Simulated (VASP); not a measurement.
# TiSn (Fm-3m) in VASP: notebook

Runs on TiSn. Level: PBEsol. Tasks: single point.

Program: VASP 6.6.1. These are calculated values, not measurements. Logs are shortened: lines on timing, memory, paths and dates and some standing lists are left out, and cuts for length are marked.

## (1) The crystal as given

Symmetry: Fm-3m, No. 225, cubic system. The conventional cell has a = 5.549 Å, b = 5.549 Å, c = 5.549 Å, α = 90.00°, β = 90.00°, γ = 90.00°. Around Ti (site symmetry m-3m) lie 6 Sn at 2.77 Å. Sn (site symmetry m-3m) has 6 Ti at 2.77 Å as nearest neighbours.

The cell comes from a database or a generator and needn't be the stable form of this composition.

## (2) Single point, PBEsol

INCAR

```
ALGO = Normal
EDIFF = 1E-6
ENCUT = 520
GGA = PS
ISIF = 2
ISMEAR = 0
LASPH = T
LCHARG = T
LELF = T
LREAL = F
LVHAR = T
LWAVE = F
NBANDS = 20
NELM = 100
PREC = Accurate
SIGMA = 0.05
```

KPOINTS

```
k-points
0
Gamma
  6 6 6
```

POSCAR

```
TiSn
1.0
    0.0000000000      2.7747048331      2.7747048331
    2.7747048331      0.0000000000      2.7747048331
    2.7747048331      2.7747048331      0.0000000000
Ti Sn
1 1
Direct
    0.0000000000      0.0000000000      0.0000000000
    0.5000000000      0.5000000000      0.5000000000
```

Potentials or basis: VASP PAW PBE potentials, release 64 (Ti_sv, Sn_d).

Launch:

```sh
> cat potpaw_PBE.64/Ti_sv/POTCAR potpaw_PBE.64/Sn_d/POTCAR > POTCAR
> mpirun -np 1 vasp_std > vasp.out
```

OUTCAR:

```text
EDIFF = 1E-6
   ENCUT = 520
   GGA = PS
   ISIF = 2
   ISMEAR = 0
   LASPH = T
   LREAL = F
   NELM = 100
   PREC = Accurate

 ion  position               nearest neighbor table
   1  0.000  0.000  0.000-   2 2.77   2 2.77   2 2.77   2 2.77   2 2.77   2 2.77
   2  0.500  0.500  0.500-   1 2.77   1 2.77   1 2.77   1 2.77   1 2.77   1 2.77

  LATTYP: Found a face centered cubic cell.
 ALAT       =     5.5494096662

  Lattice vectors:

 A1 = (   0.0000000000,   2.7747048331,   2.7747048331)
 A2 = (   2.7747048331,   0.0000000000,   2.7747048331)
 A3 = (   2.7747048331,   2.7747048331,   0.0000000000)

Analysis of symmetry for initial positions (statically):
=====================================================================
 Subroutine PRICEL returns:
 Original cell was already a primitive cell.

 Routine SETGRP: Setting up the symmetry group for a
 face centered cubic supercell.

 Subroutine GETGRP returns: Found 48 space group operations
 (whereof 48 operations were pure point group operations)
 out of a pool of 48 trial point group operations.

The static configuration has the point symmetry O_h .

Analysis of symmetry for dynamics (positions and initial velocities):
=====================================================================
 Subroutine PRICEL returns:
 Original cell was already a primitive cell.

 Routine SETGRP: Setting up the symmetry group for a
 face centered cubic supercell.

 Subroutine GETGRP returns: Found 48 space group operations
 (whereof 48 operations were pure point group operations)
 out of a pool of 48 trial point group operations.

The dynamic configuration has the point symmetry O_h .

 Subroutine INISYM returns: Found 48 space group operations
 (whereof 48 operations are pure point group operations),
 and found     1 'primitive' translations

----------------------------------------------------------------------------------------

                                     Primitive cell

  volume of cell :      42.7248

  direct lattice vectors                    reciprocal lattice vectors
     0.000000000  2.774704833  2.774704833    -0.180199347  0.180199347  0.180199347
     2.774704833  0.000000000  2.774704833     0.180199347 -0.180199347  0.180199347
     2.774704833  2.774704833  0.000000000     0.180199347  0.180199347 -0.180199347

  length of vectors
     3.924025207  3.924025207  3.924025207     0.312114425  0.312114425  0.312114425

  position of ions in fractional coordinates (direct lattice)
     0.000000000  0.000000000  0.000000000
     0.500000000  0.500000000  0.500000000

  ion indices of the primitive-cell ions
   primitive index   ion index
                 1           1
                 2           2

----------------------------------------------------------------------------------------

 KPOINTS: k-points

Automatic generation of k-mesh.
 Grid dimensions read from file:
 generate k-points for:    6    6    6

 Generating k-lattice:

  Cartesian coordinates                     Fractional coordinates (reciprocal lattice)
    -0.030033225  0.030033225  0.030033225     0.166666667  0.000000000  0.000000000
     0.030033225 -0.030033225  0.030033225     0.000000000  0.166666667  0.000000000
     0.030033225  0.030033225 -0.030033225     0.000000000  0.000000000  0.166666667

  Length of vectors
     0.052019071  0.052019071  0.052019071

  Shift w.r.t. Gamma in fractional coordinates (k-lattice)
     0.000000000  0.000000000  0.000000000

 Subroutine IBZKPT returns following result:
 ===========================================

 Found     16 irreducible k-points:

 Following reciprocal coordinates:
            Coordinates               Weight
  0.000000  0.000000  0.000000      1.000000
  0.166667  0.000000  0.000000      8.000000
  0.333333  0.000000  0.000000      8.000000
  0.500000  0.000000  0.000000      4.000000
  0.166667  0.166667  0.000000      6.000000
  0.333333  0.166667  0.000000     24.000000
[... 8 lines left out ...]
 -0.333333  0.333333  0.166667     24.000000
 -0.333333  0.500000  0.166667     12.000000
   k-points           NKPTS =     16   k-points in BZ     NKDIM =     16   number of bands    NBANDS=     20
   number of dos      NEDOS =    301   number of ions     NIONS =      2
   total plane-waves  NPLWV =  27000
   dimension x,y,z NGX =    30 NGY =   30 NGZ =   30
   dimension x,y,z NGXF=    60 NGYF=   60 NGZF=   60
   ions per type =               1   1
   NGX,Y,Z   is equivalent  to a cutoff of  12.71, 12.71, 12.71 a.u.
   NGXF,Y,Z  is equivalent  to a cutoff of  25.42, 25.42, 25.42 a.u.
 SYSTEM =  unknown system
   PREC   = accura    normal or accurate (medium, high low for compatibility)
   ISTART =      0    job   : 0-new  1-cont  2-samecut
   ICHARG =      2    charge: 1-file 2-atom 10-const
   ISPIN  =      1    spin polarized calculation?
   LNONCOLLINEAR =      F non collinear calculations
   LSORBIT =      F    spin-orbit coupling
   LASPH  =      T    aspherical Exc in radial PAW
   ENCUT  =  520.0 eV  38.22 Ry    6.18 a.u.   7.30  7.30  7.30*2*pi/ulx,y,z
   NELM   =    100;   NELMIN=  2; NELMDL= -5     # of ELM steps
   EDIFF  = 0.1E-05   stopping-criterion for ELM
   LREAL  =      F    real-space projection
   EDIFFG = 0.1E-04   stopping-criterion for IOM
   NSW    =      0    number of steps for IOM
   IBRION =     -1    ionic relax: 0-MD 1-quasi-New 2-CG
   NFREE  =      0    steps in history (QN), initial steepest desc. (CG)
   ISIF   =      2    stress and relaxation
   ISYM   =      2    0-nonsym 1-usesym 2-fastsym
   POTIM  = 0.5000    time-step for ionic-motion
   TEBEG  =    0.0;   TEEND  =   0.0 temperature during run
   PSTRESS=    0.0 pullay stress
   NELECT =      26.0000    total number of electrons
   NUPDOWN=      -1.0000    fix difference up-down
   EMIN   =  10.00;   EMAX   =-10.00  energy-range for DOS
   EFERMI =   0.00;   METHOD = LEGACY
   ISMEAR =     0;   SIGMA  =   0.05  broadening in eV -4-tet -1-fermi 0-gaus
   EFERMI_NEDOS =   21; number of points for ismear=-14 and -15
   IALGO  =     38    algorithm
   IMIX   =      4    mixing-type and parameters
     AMIX     =   0.40;   BMIX     =  1.00
     AMIX_MAG =   1.60;   BMIX_MAG =  1.00
  volume/ion in A,a.u.               =      21.36       144.16
  Fermi-wavevector in a.u.,A,eV,Ry     =   1.387307  2.621630 26.186044  1.924620
  Thomas-Fermi vector in A             =   2.511540
   LORBIT       =      0    0 simple, 1 ext, 2 COOP (PROOUT), +10 PAW based schemes
   GGA     = PS    functional components
   LHFCALC =     F    Hartree Fock is set to
   AEXX    =    0.0000 exact exchange contribution
   IVDW    =     0    specifies the selected vdW correction
   LEPSILON=     F    determine dielectric tensor
   LRPA    =     F    only Hartree local field effects (RPA)
 non-spin polarized calculation
 Gauss-broadening in eV      SIGMA  =   0.05
  energy-cutoff  :      520.00
  volume of cell :       42.72
 maximum number of plane-waves:      1167
 NGX is ok and might be reduce to    30
   NGX = 15   NGY = 15   NGZ = 15

 number of electron      26.0000006 magnetization

 Free energy of the ion-electron system (eV)
  ---------------------------------------------------
  ext. energy  EPLUGINS =         0.00000000
  ---------------------------------------------------
  free energy    TOTEN  =       -12.80765024 eV

  energy without entropy =      -12.80521542  energy(sigma->0) =      -12.80643283

 E-fermi :   8.2764     XC(G=0): -11.0978

 val. band max:        8.2599519292   @ k =   0.1667   0.1667   0.0000
 cond. band min:       8.4508540754   @ k =   0.0000   0.0000   0.0000
 fundamental gap:      0.1909021462
 Fermi energy:         8.2764390088

 k-point     1 :       0.0000    0.0000    0.0000
  band No.  band energies     occupation
      1     -48.6739      2.00000
      2     -25.0398      2.00000
      3     -25.0398      2.00000
      4     -25.0398      2.00000
      5     -12.4379      2.00000
      6     -12.4379      2.00000
[... 12 lines left out ...]
     19      16.1932      0.00000
     20      17.2124      0.00000

 k-point     2 :       0.1667    0.0000    0.0000
  band No.  band energies     occupation
      1     -48.6732      2.00000
      2     -25.0492      2.00000
      3     -25.0423      2.00000
      4     -25.0423      2.00000
      5     -12.4291      2.00000
      6     -12.4291      2.00000
[... 12 lines left out ...]
     19      15.8204      0.00000
     20      17.9179      0.00000

 k-point     3 :       0.3333    0.0000    0.0000
  band No.  band energies     occupation
      1     -48.6719      2.00000
      2     -25.0680      2.00000
      3     -25.0473      2.00000
      4     -25.0473      2.00000
      5     -12.4130      2.00000
      6     -12.4130      2.00000
[... 12 lines left out ...]
     19      14.4494      0.00000
     20      16.4841      0.00000

 k-point     4 :       0.5000    0.0000    0.0000
  band No.  band energies     occupation
      1     -48.6713      2.00000
      2     -25.0774      2.00000
      3     -25.0498      2.00000
      4     -25.0498      2.00000
      5     -12.4056      2.00000
      6     -12.4056      2.00000
[... 12 lines left out ...]
     19      14.8648      0.00000
     20      15.3049      0.00000

 k-point     5 :       0.1667    0.1667    0.0000
  band No.  band energies     occupation
      1     -48.6730      2.00000
      2     -25.0512      2.00000
      3     -25.0432      2.00000
      4     -25.0431      2.00000
      5     -12.4321      2.00000
      6     -12.4246      2.00000
[... 12 lines left out ...]
     19      16.0629      0.00000
     20      16.5742      0.00000
[... 169 lines left out ...]
      6     -12.4148      2.00000
[... 12 lines left out ...]
     19      13.1235      0.00000
     20      15.9303      0.00000

 k-point    14 :       0.5000    0.3333    0.1667
  band No.  band energies     occupation
      1     -48.6712      2.00000
      2     -25.0681      2.00000
      3     -25.0541      2.00000
      4     -25.0514      2.00000
      5     -12.4256      2.00000
      6     -12.4078      2.00000
[... 12 lines left out ...]
     19      15.8195      0.00000
     20      16.8415      0.00000

 k-point    15 :      -0.3333    0.3333    0.1667
  band No.  band energies     occupation
      1     -48.6708      2.00000
      2     -25.0680      2.00000
      3     -25.0592      2.00000
      4     -25.0537      2.00000
      5     -12.4288      2.00000
      6     -12.4025      2.00000
[... 12 lines left out ...]
     19      16.1087      0.00000
     20      17.0312      0.00000

 k-point    16 :      -0.3333    0.5000    0.1667
  band No.  band energies     occupation
      1     -48.6707      2.00000
      2     -25.0670      2.00000
      3     -25.0577      2.00000
      4     -25.0563      2.00000
      5     -12.4380      2.00000
      6     -12.4058      2.00000
[... 12 lines left out ...]
     19      15.4872      0.00000
     20      16.7942      0.00000

------------------------ aborting loop because EDIFF is reached ----------------------------------------

  FORCE on cell =-STRESS in cart. coord.  units (eV):
  Direction    XX          YY          ZZ          XY          YZ          ZX
  --------------------------------------------------------------------------------------
  -------------------------------------------------------------------------------------
  Total       -0.3661731     -0.3661731     -0.3661731      0.0000000      0.0000000     -0.0000000
  in kB      -13.7314586    -13.7314586    -13.7314586      0.0000000      0.0000000     -0.0000000
  external PRESSURE =     -13.7314586 kB  Pullay stress =       0.0000000 kB

 VOLUME and BASIS-vectors are now :
 -----------------------------------------------------------------------------
  energy-cutoff  :      520.00
  volume of cell :       42.72
      direct lattice vectors                 reciprocal lattice vectors
     0.000000000  2.774704833  2.774704833    -0.180199347  0.180199347  0.180199347
     2.774704833  0.000000000  2.774704833     0.180199347 -0.180199347  0.180199347
     2.774704833  2.774704833  0.000000000     0.180199347  0.180199347 -0.180199347

 POSITION                                       TOTAL-FORCE (eV/Angst)
 -----------------------------------------------------------------------------------
      0.00000      0.00000      0.00000        -0.000000     -0.000000      0.000000
      2.77470      2.77470      2.77470         0.000000      0.000000     -0.000000
 -----------------------------------------------------------------------------------
    total drift:                                0.000000      0.000000      0.000000

  FREE ENERGIE OF THE ION-ELECTRON SYSTEM (eV)
  ---------------------------------------------------
  free  energy   TOTEN  =       -12.8076502373 eV

  energy  without entropy=      -12.8052154225  energy(sigma->0) =      -12.80643283
```

Wall time 17 s (1 thread of Intel Xeon Platinum 8488C (Sapphire Rapids), shared host); peak memory 0.17 GiB.

Results:

```yaml
Free_energy: -12.8077 eV
Pressure: -1.4 GPa
Band_gap_on_the_k_mesh: none (metal or under the smearing width)
```

Levels at points of the mesh, in eV from the Fermi level:
| k point | band 10 | band 11 | band 12 | band 13 | band 14 | band 15 | band 16 | band 17 |
| --- | --- | --- | --- | --- | --- | --- | --- | --- |
| (0.00, 0.00, 0.00) | -9.75 | 0.17 | 0.17 | 0.17 | 0.59 | 0.59 | 3.52 | 3.52 |
| (0.50, 0.00, 0.00) | -7.02 | -4.64 | -1.40 | -1.40 | 1.09 | 1.09 | 1.56 | 5.50 |
| (0.50, 0.50, 0.00) | -6.95 | -3.36 | -0.95 | 0.28 | 0.28 | 1.02 | 1.42 | 1.42 |

Caveat: the PAW data sets were made with another functional, which shifts forces and pressure a little.

[end of part 1 of 2]
